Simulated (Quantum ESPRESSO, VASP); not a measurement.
## One structure in several programs: MgWF6 (R-3, 8 atoms in the cell)

Self-consistent single point.

```
MgWF6
1.0
    2.56967     1.48360     4.65800
   -2.56967     1.48360     4.65800
    0.00000    -2.96720     4.65800
Mg W F
1 1 6
Direct
  0.50000   0.50000   0.50000
  0.00000   0.00000   0.00000
  0.24539   0.63491   0.86538
  0.75461   0.36509   0.13462
  0.86538   0.24539   0.63491
  0.13462   0.75461   0.36509
  0.63491   0.86538   0.24539
  0.36509   0.13462   0.75461
```
Moments meant for the start (each program seeds them in its own way; μB, in the order of the atoms Mg W F F F F F F): 0.0 1.0 0.0 0.0 0.0 0.0 0.0 0.0.

Shared settings, as Quantum ESPRESSO writes them: occupations = smearing; smearing = fd; degauss = 0.000734986 Ry; nspin = 2; K_POINTS = automatic 3 3 3 0 0 0. Potentials and cutoffs stand in the table.

| code | model | pressure (GPa) | largest force (eV/Å) | gap on the mesh (eV) | size of the net moment (μB/atom) | cutoff |
|---|---|---|---|---|---|---|
| Quantum ESPRESSO | PBEsol+U, PseudoDojo standard norm-conserving (PBESOL) pseudopotentials | -0.67 | 0.329 | 0.609 | 0.25 | 85 Ry |
| VASP | PBEsol+U, VASP's PBE PAW potentials (set 64) | -9.70 | 0.061 | 0.539 | 0.25 | 400 eV |

Hubbard term: ortho-atomic; U W-5d 1 eV.

Gaps are read on the mesh.

On Quantum ESPRESSO's run: spin-orbit coupling is off. With one magnetic atom in the cell only a parallel order is possible. With U or open f shells several self-consistent states can exist.

The spread over the programs that give each value: pressure within 9.03 GPa; largest force within 0.268 eV/Å; gap on the mesh within 0.070 eV; size of the net moment within 0.00 μB/atom.

The same U acts on different projectors in each program, which moves gaps, moments and pressures.

VASP's run is marked for a possible Pulay error in its stress at this cutoff; no cutoff test was made.

The starting cell comes from a database of computed structures (which also holds hypothetical and non-ambient phases and stackings), without a prior relaxation at this level.

Left out of this page: Ansatz (with a known weakness of the program).
